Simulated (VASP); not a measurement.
RuSe:

```
Ru Se
1.0
     5.35523    2.67762    2.67762
     2.67762    5.35523    2.67762
     2.67762    2.67762    5.35523
Ru Se
2 2
Cartesian
  2.6776 2.6776 2.6776
  8.0328 8.0328 8.0328
  0.0000 0.0000 0.0000
  5.3552 5.3552 5.3552
```

The cell comes from a database or a generator and needn't be the stable form of this composition.

Base run:

```yaml
Program: VASP 6.6.1
Functional: LDA
Potentials_or_basis: VASP PAW LDA potentials, release 64 (Ru_pv, Se)
Cutoff: 520 eV
k_mesh: 6 × 6 × 6
Occupations: gaussian, width 0.05 eV
Spin: collinear spin, ferrimagnetic start
Starting_moments: "[1.0, -0.5, 0.0, 0.0] μB"
```

Its results: band gap on the k mesh none (metal or under the smearing width); pressure -20.6 GPa; net moment 0.00 μB per cell; site moments Ru +0.03, -0.03; Se -0.00 μB.

The run is repeated on the same cell with these changes: further incar settings from ALGO = Normal; EDIFF = 1e-06 to ALGO = Normal; EDIFF = 1e-07; hubbard terms from none to Ru d U = 2 eV. What comes out?

Band gap on the k mesh none (metal or under the smearing width); pressure -18.3 GPa; net moment 2.41 μB per cell; site moments Ru +1.10, +1.07; Se +0.04 μB.

Caveats: so large a pressure means that the cell lies far from this level's equilibrium, or that cutoff or potentials fall short (some runs).
